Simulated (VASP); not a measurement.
Consider the following.

```
LiH
1.0
    0.00000     2.02018     2.02018
    2.02018     0.00000     2.02018
    2.02018     2.02018     0.00000
Li H
1 1
Direct
  0.00000   0.00000   0.00000
  0.50000   0.50000   0.50000
```

The numbers are results of optB88-vdW, VASP's PBE PAW potentials (set 64) (plane waves; VASP 6.6.1), not measurements. Settings: 520 eV cut-off, 11×11×11 Γ-centred mesh, Gaussian smearing of 0.050 eV, potentials Li_sv H.

Problem. What does the run give for the energy per atom (σ→0), pressure?

Solution. 
```
Item                           Result
---------------------  --------------
energy per atom (σ→0)  -2.705 eV/atom
pressure                    -1.05 GPa
```

Only differences to runs with the same potentials and settings are physical.

The compound is LiH in the rock salt structure. This cell is one point of a volume scan, at 1.03 of the reference volume.
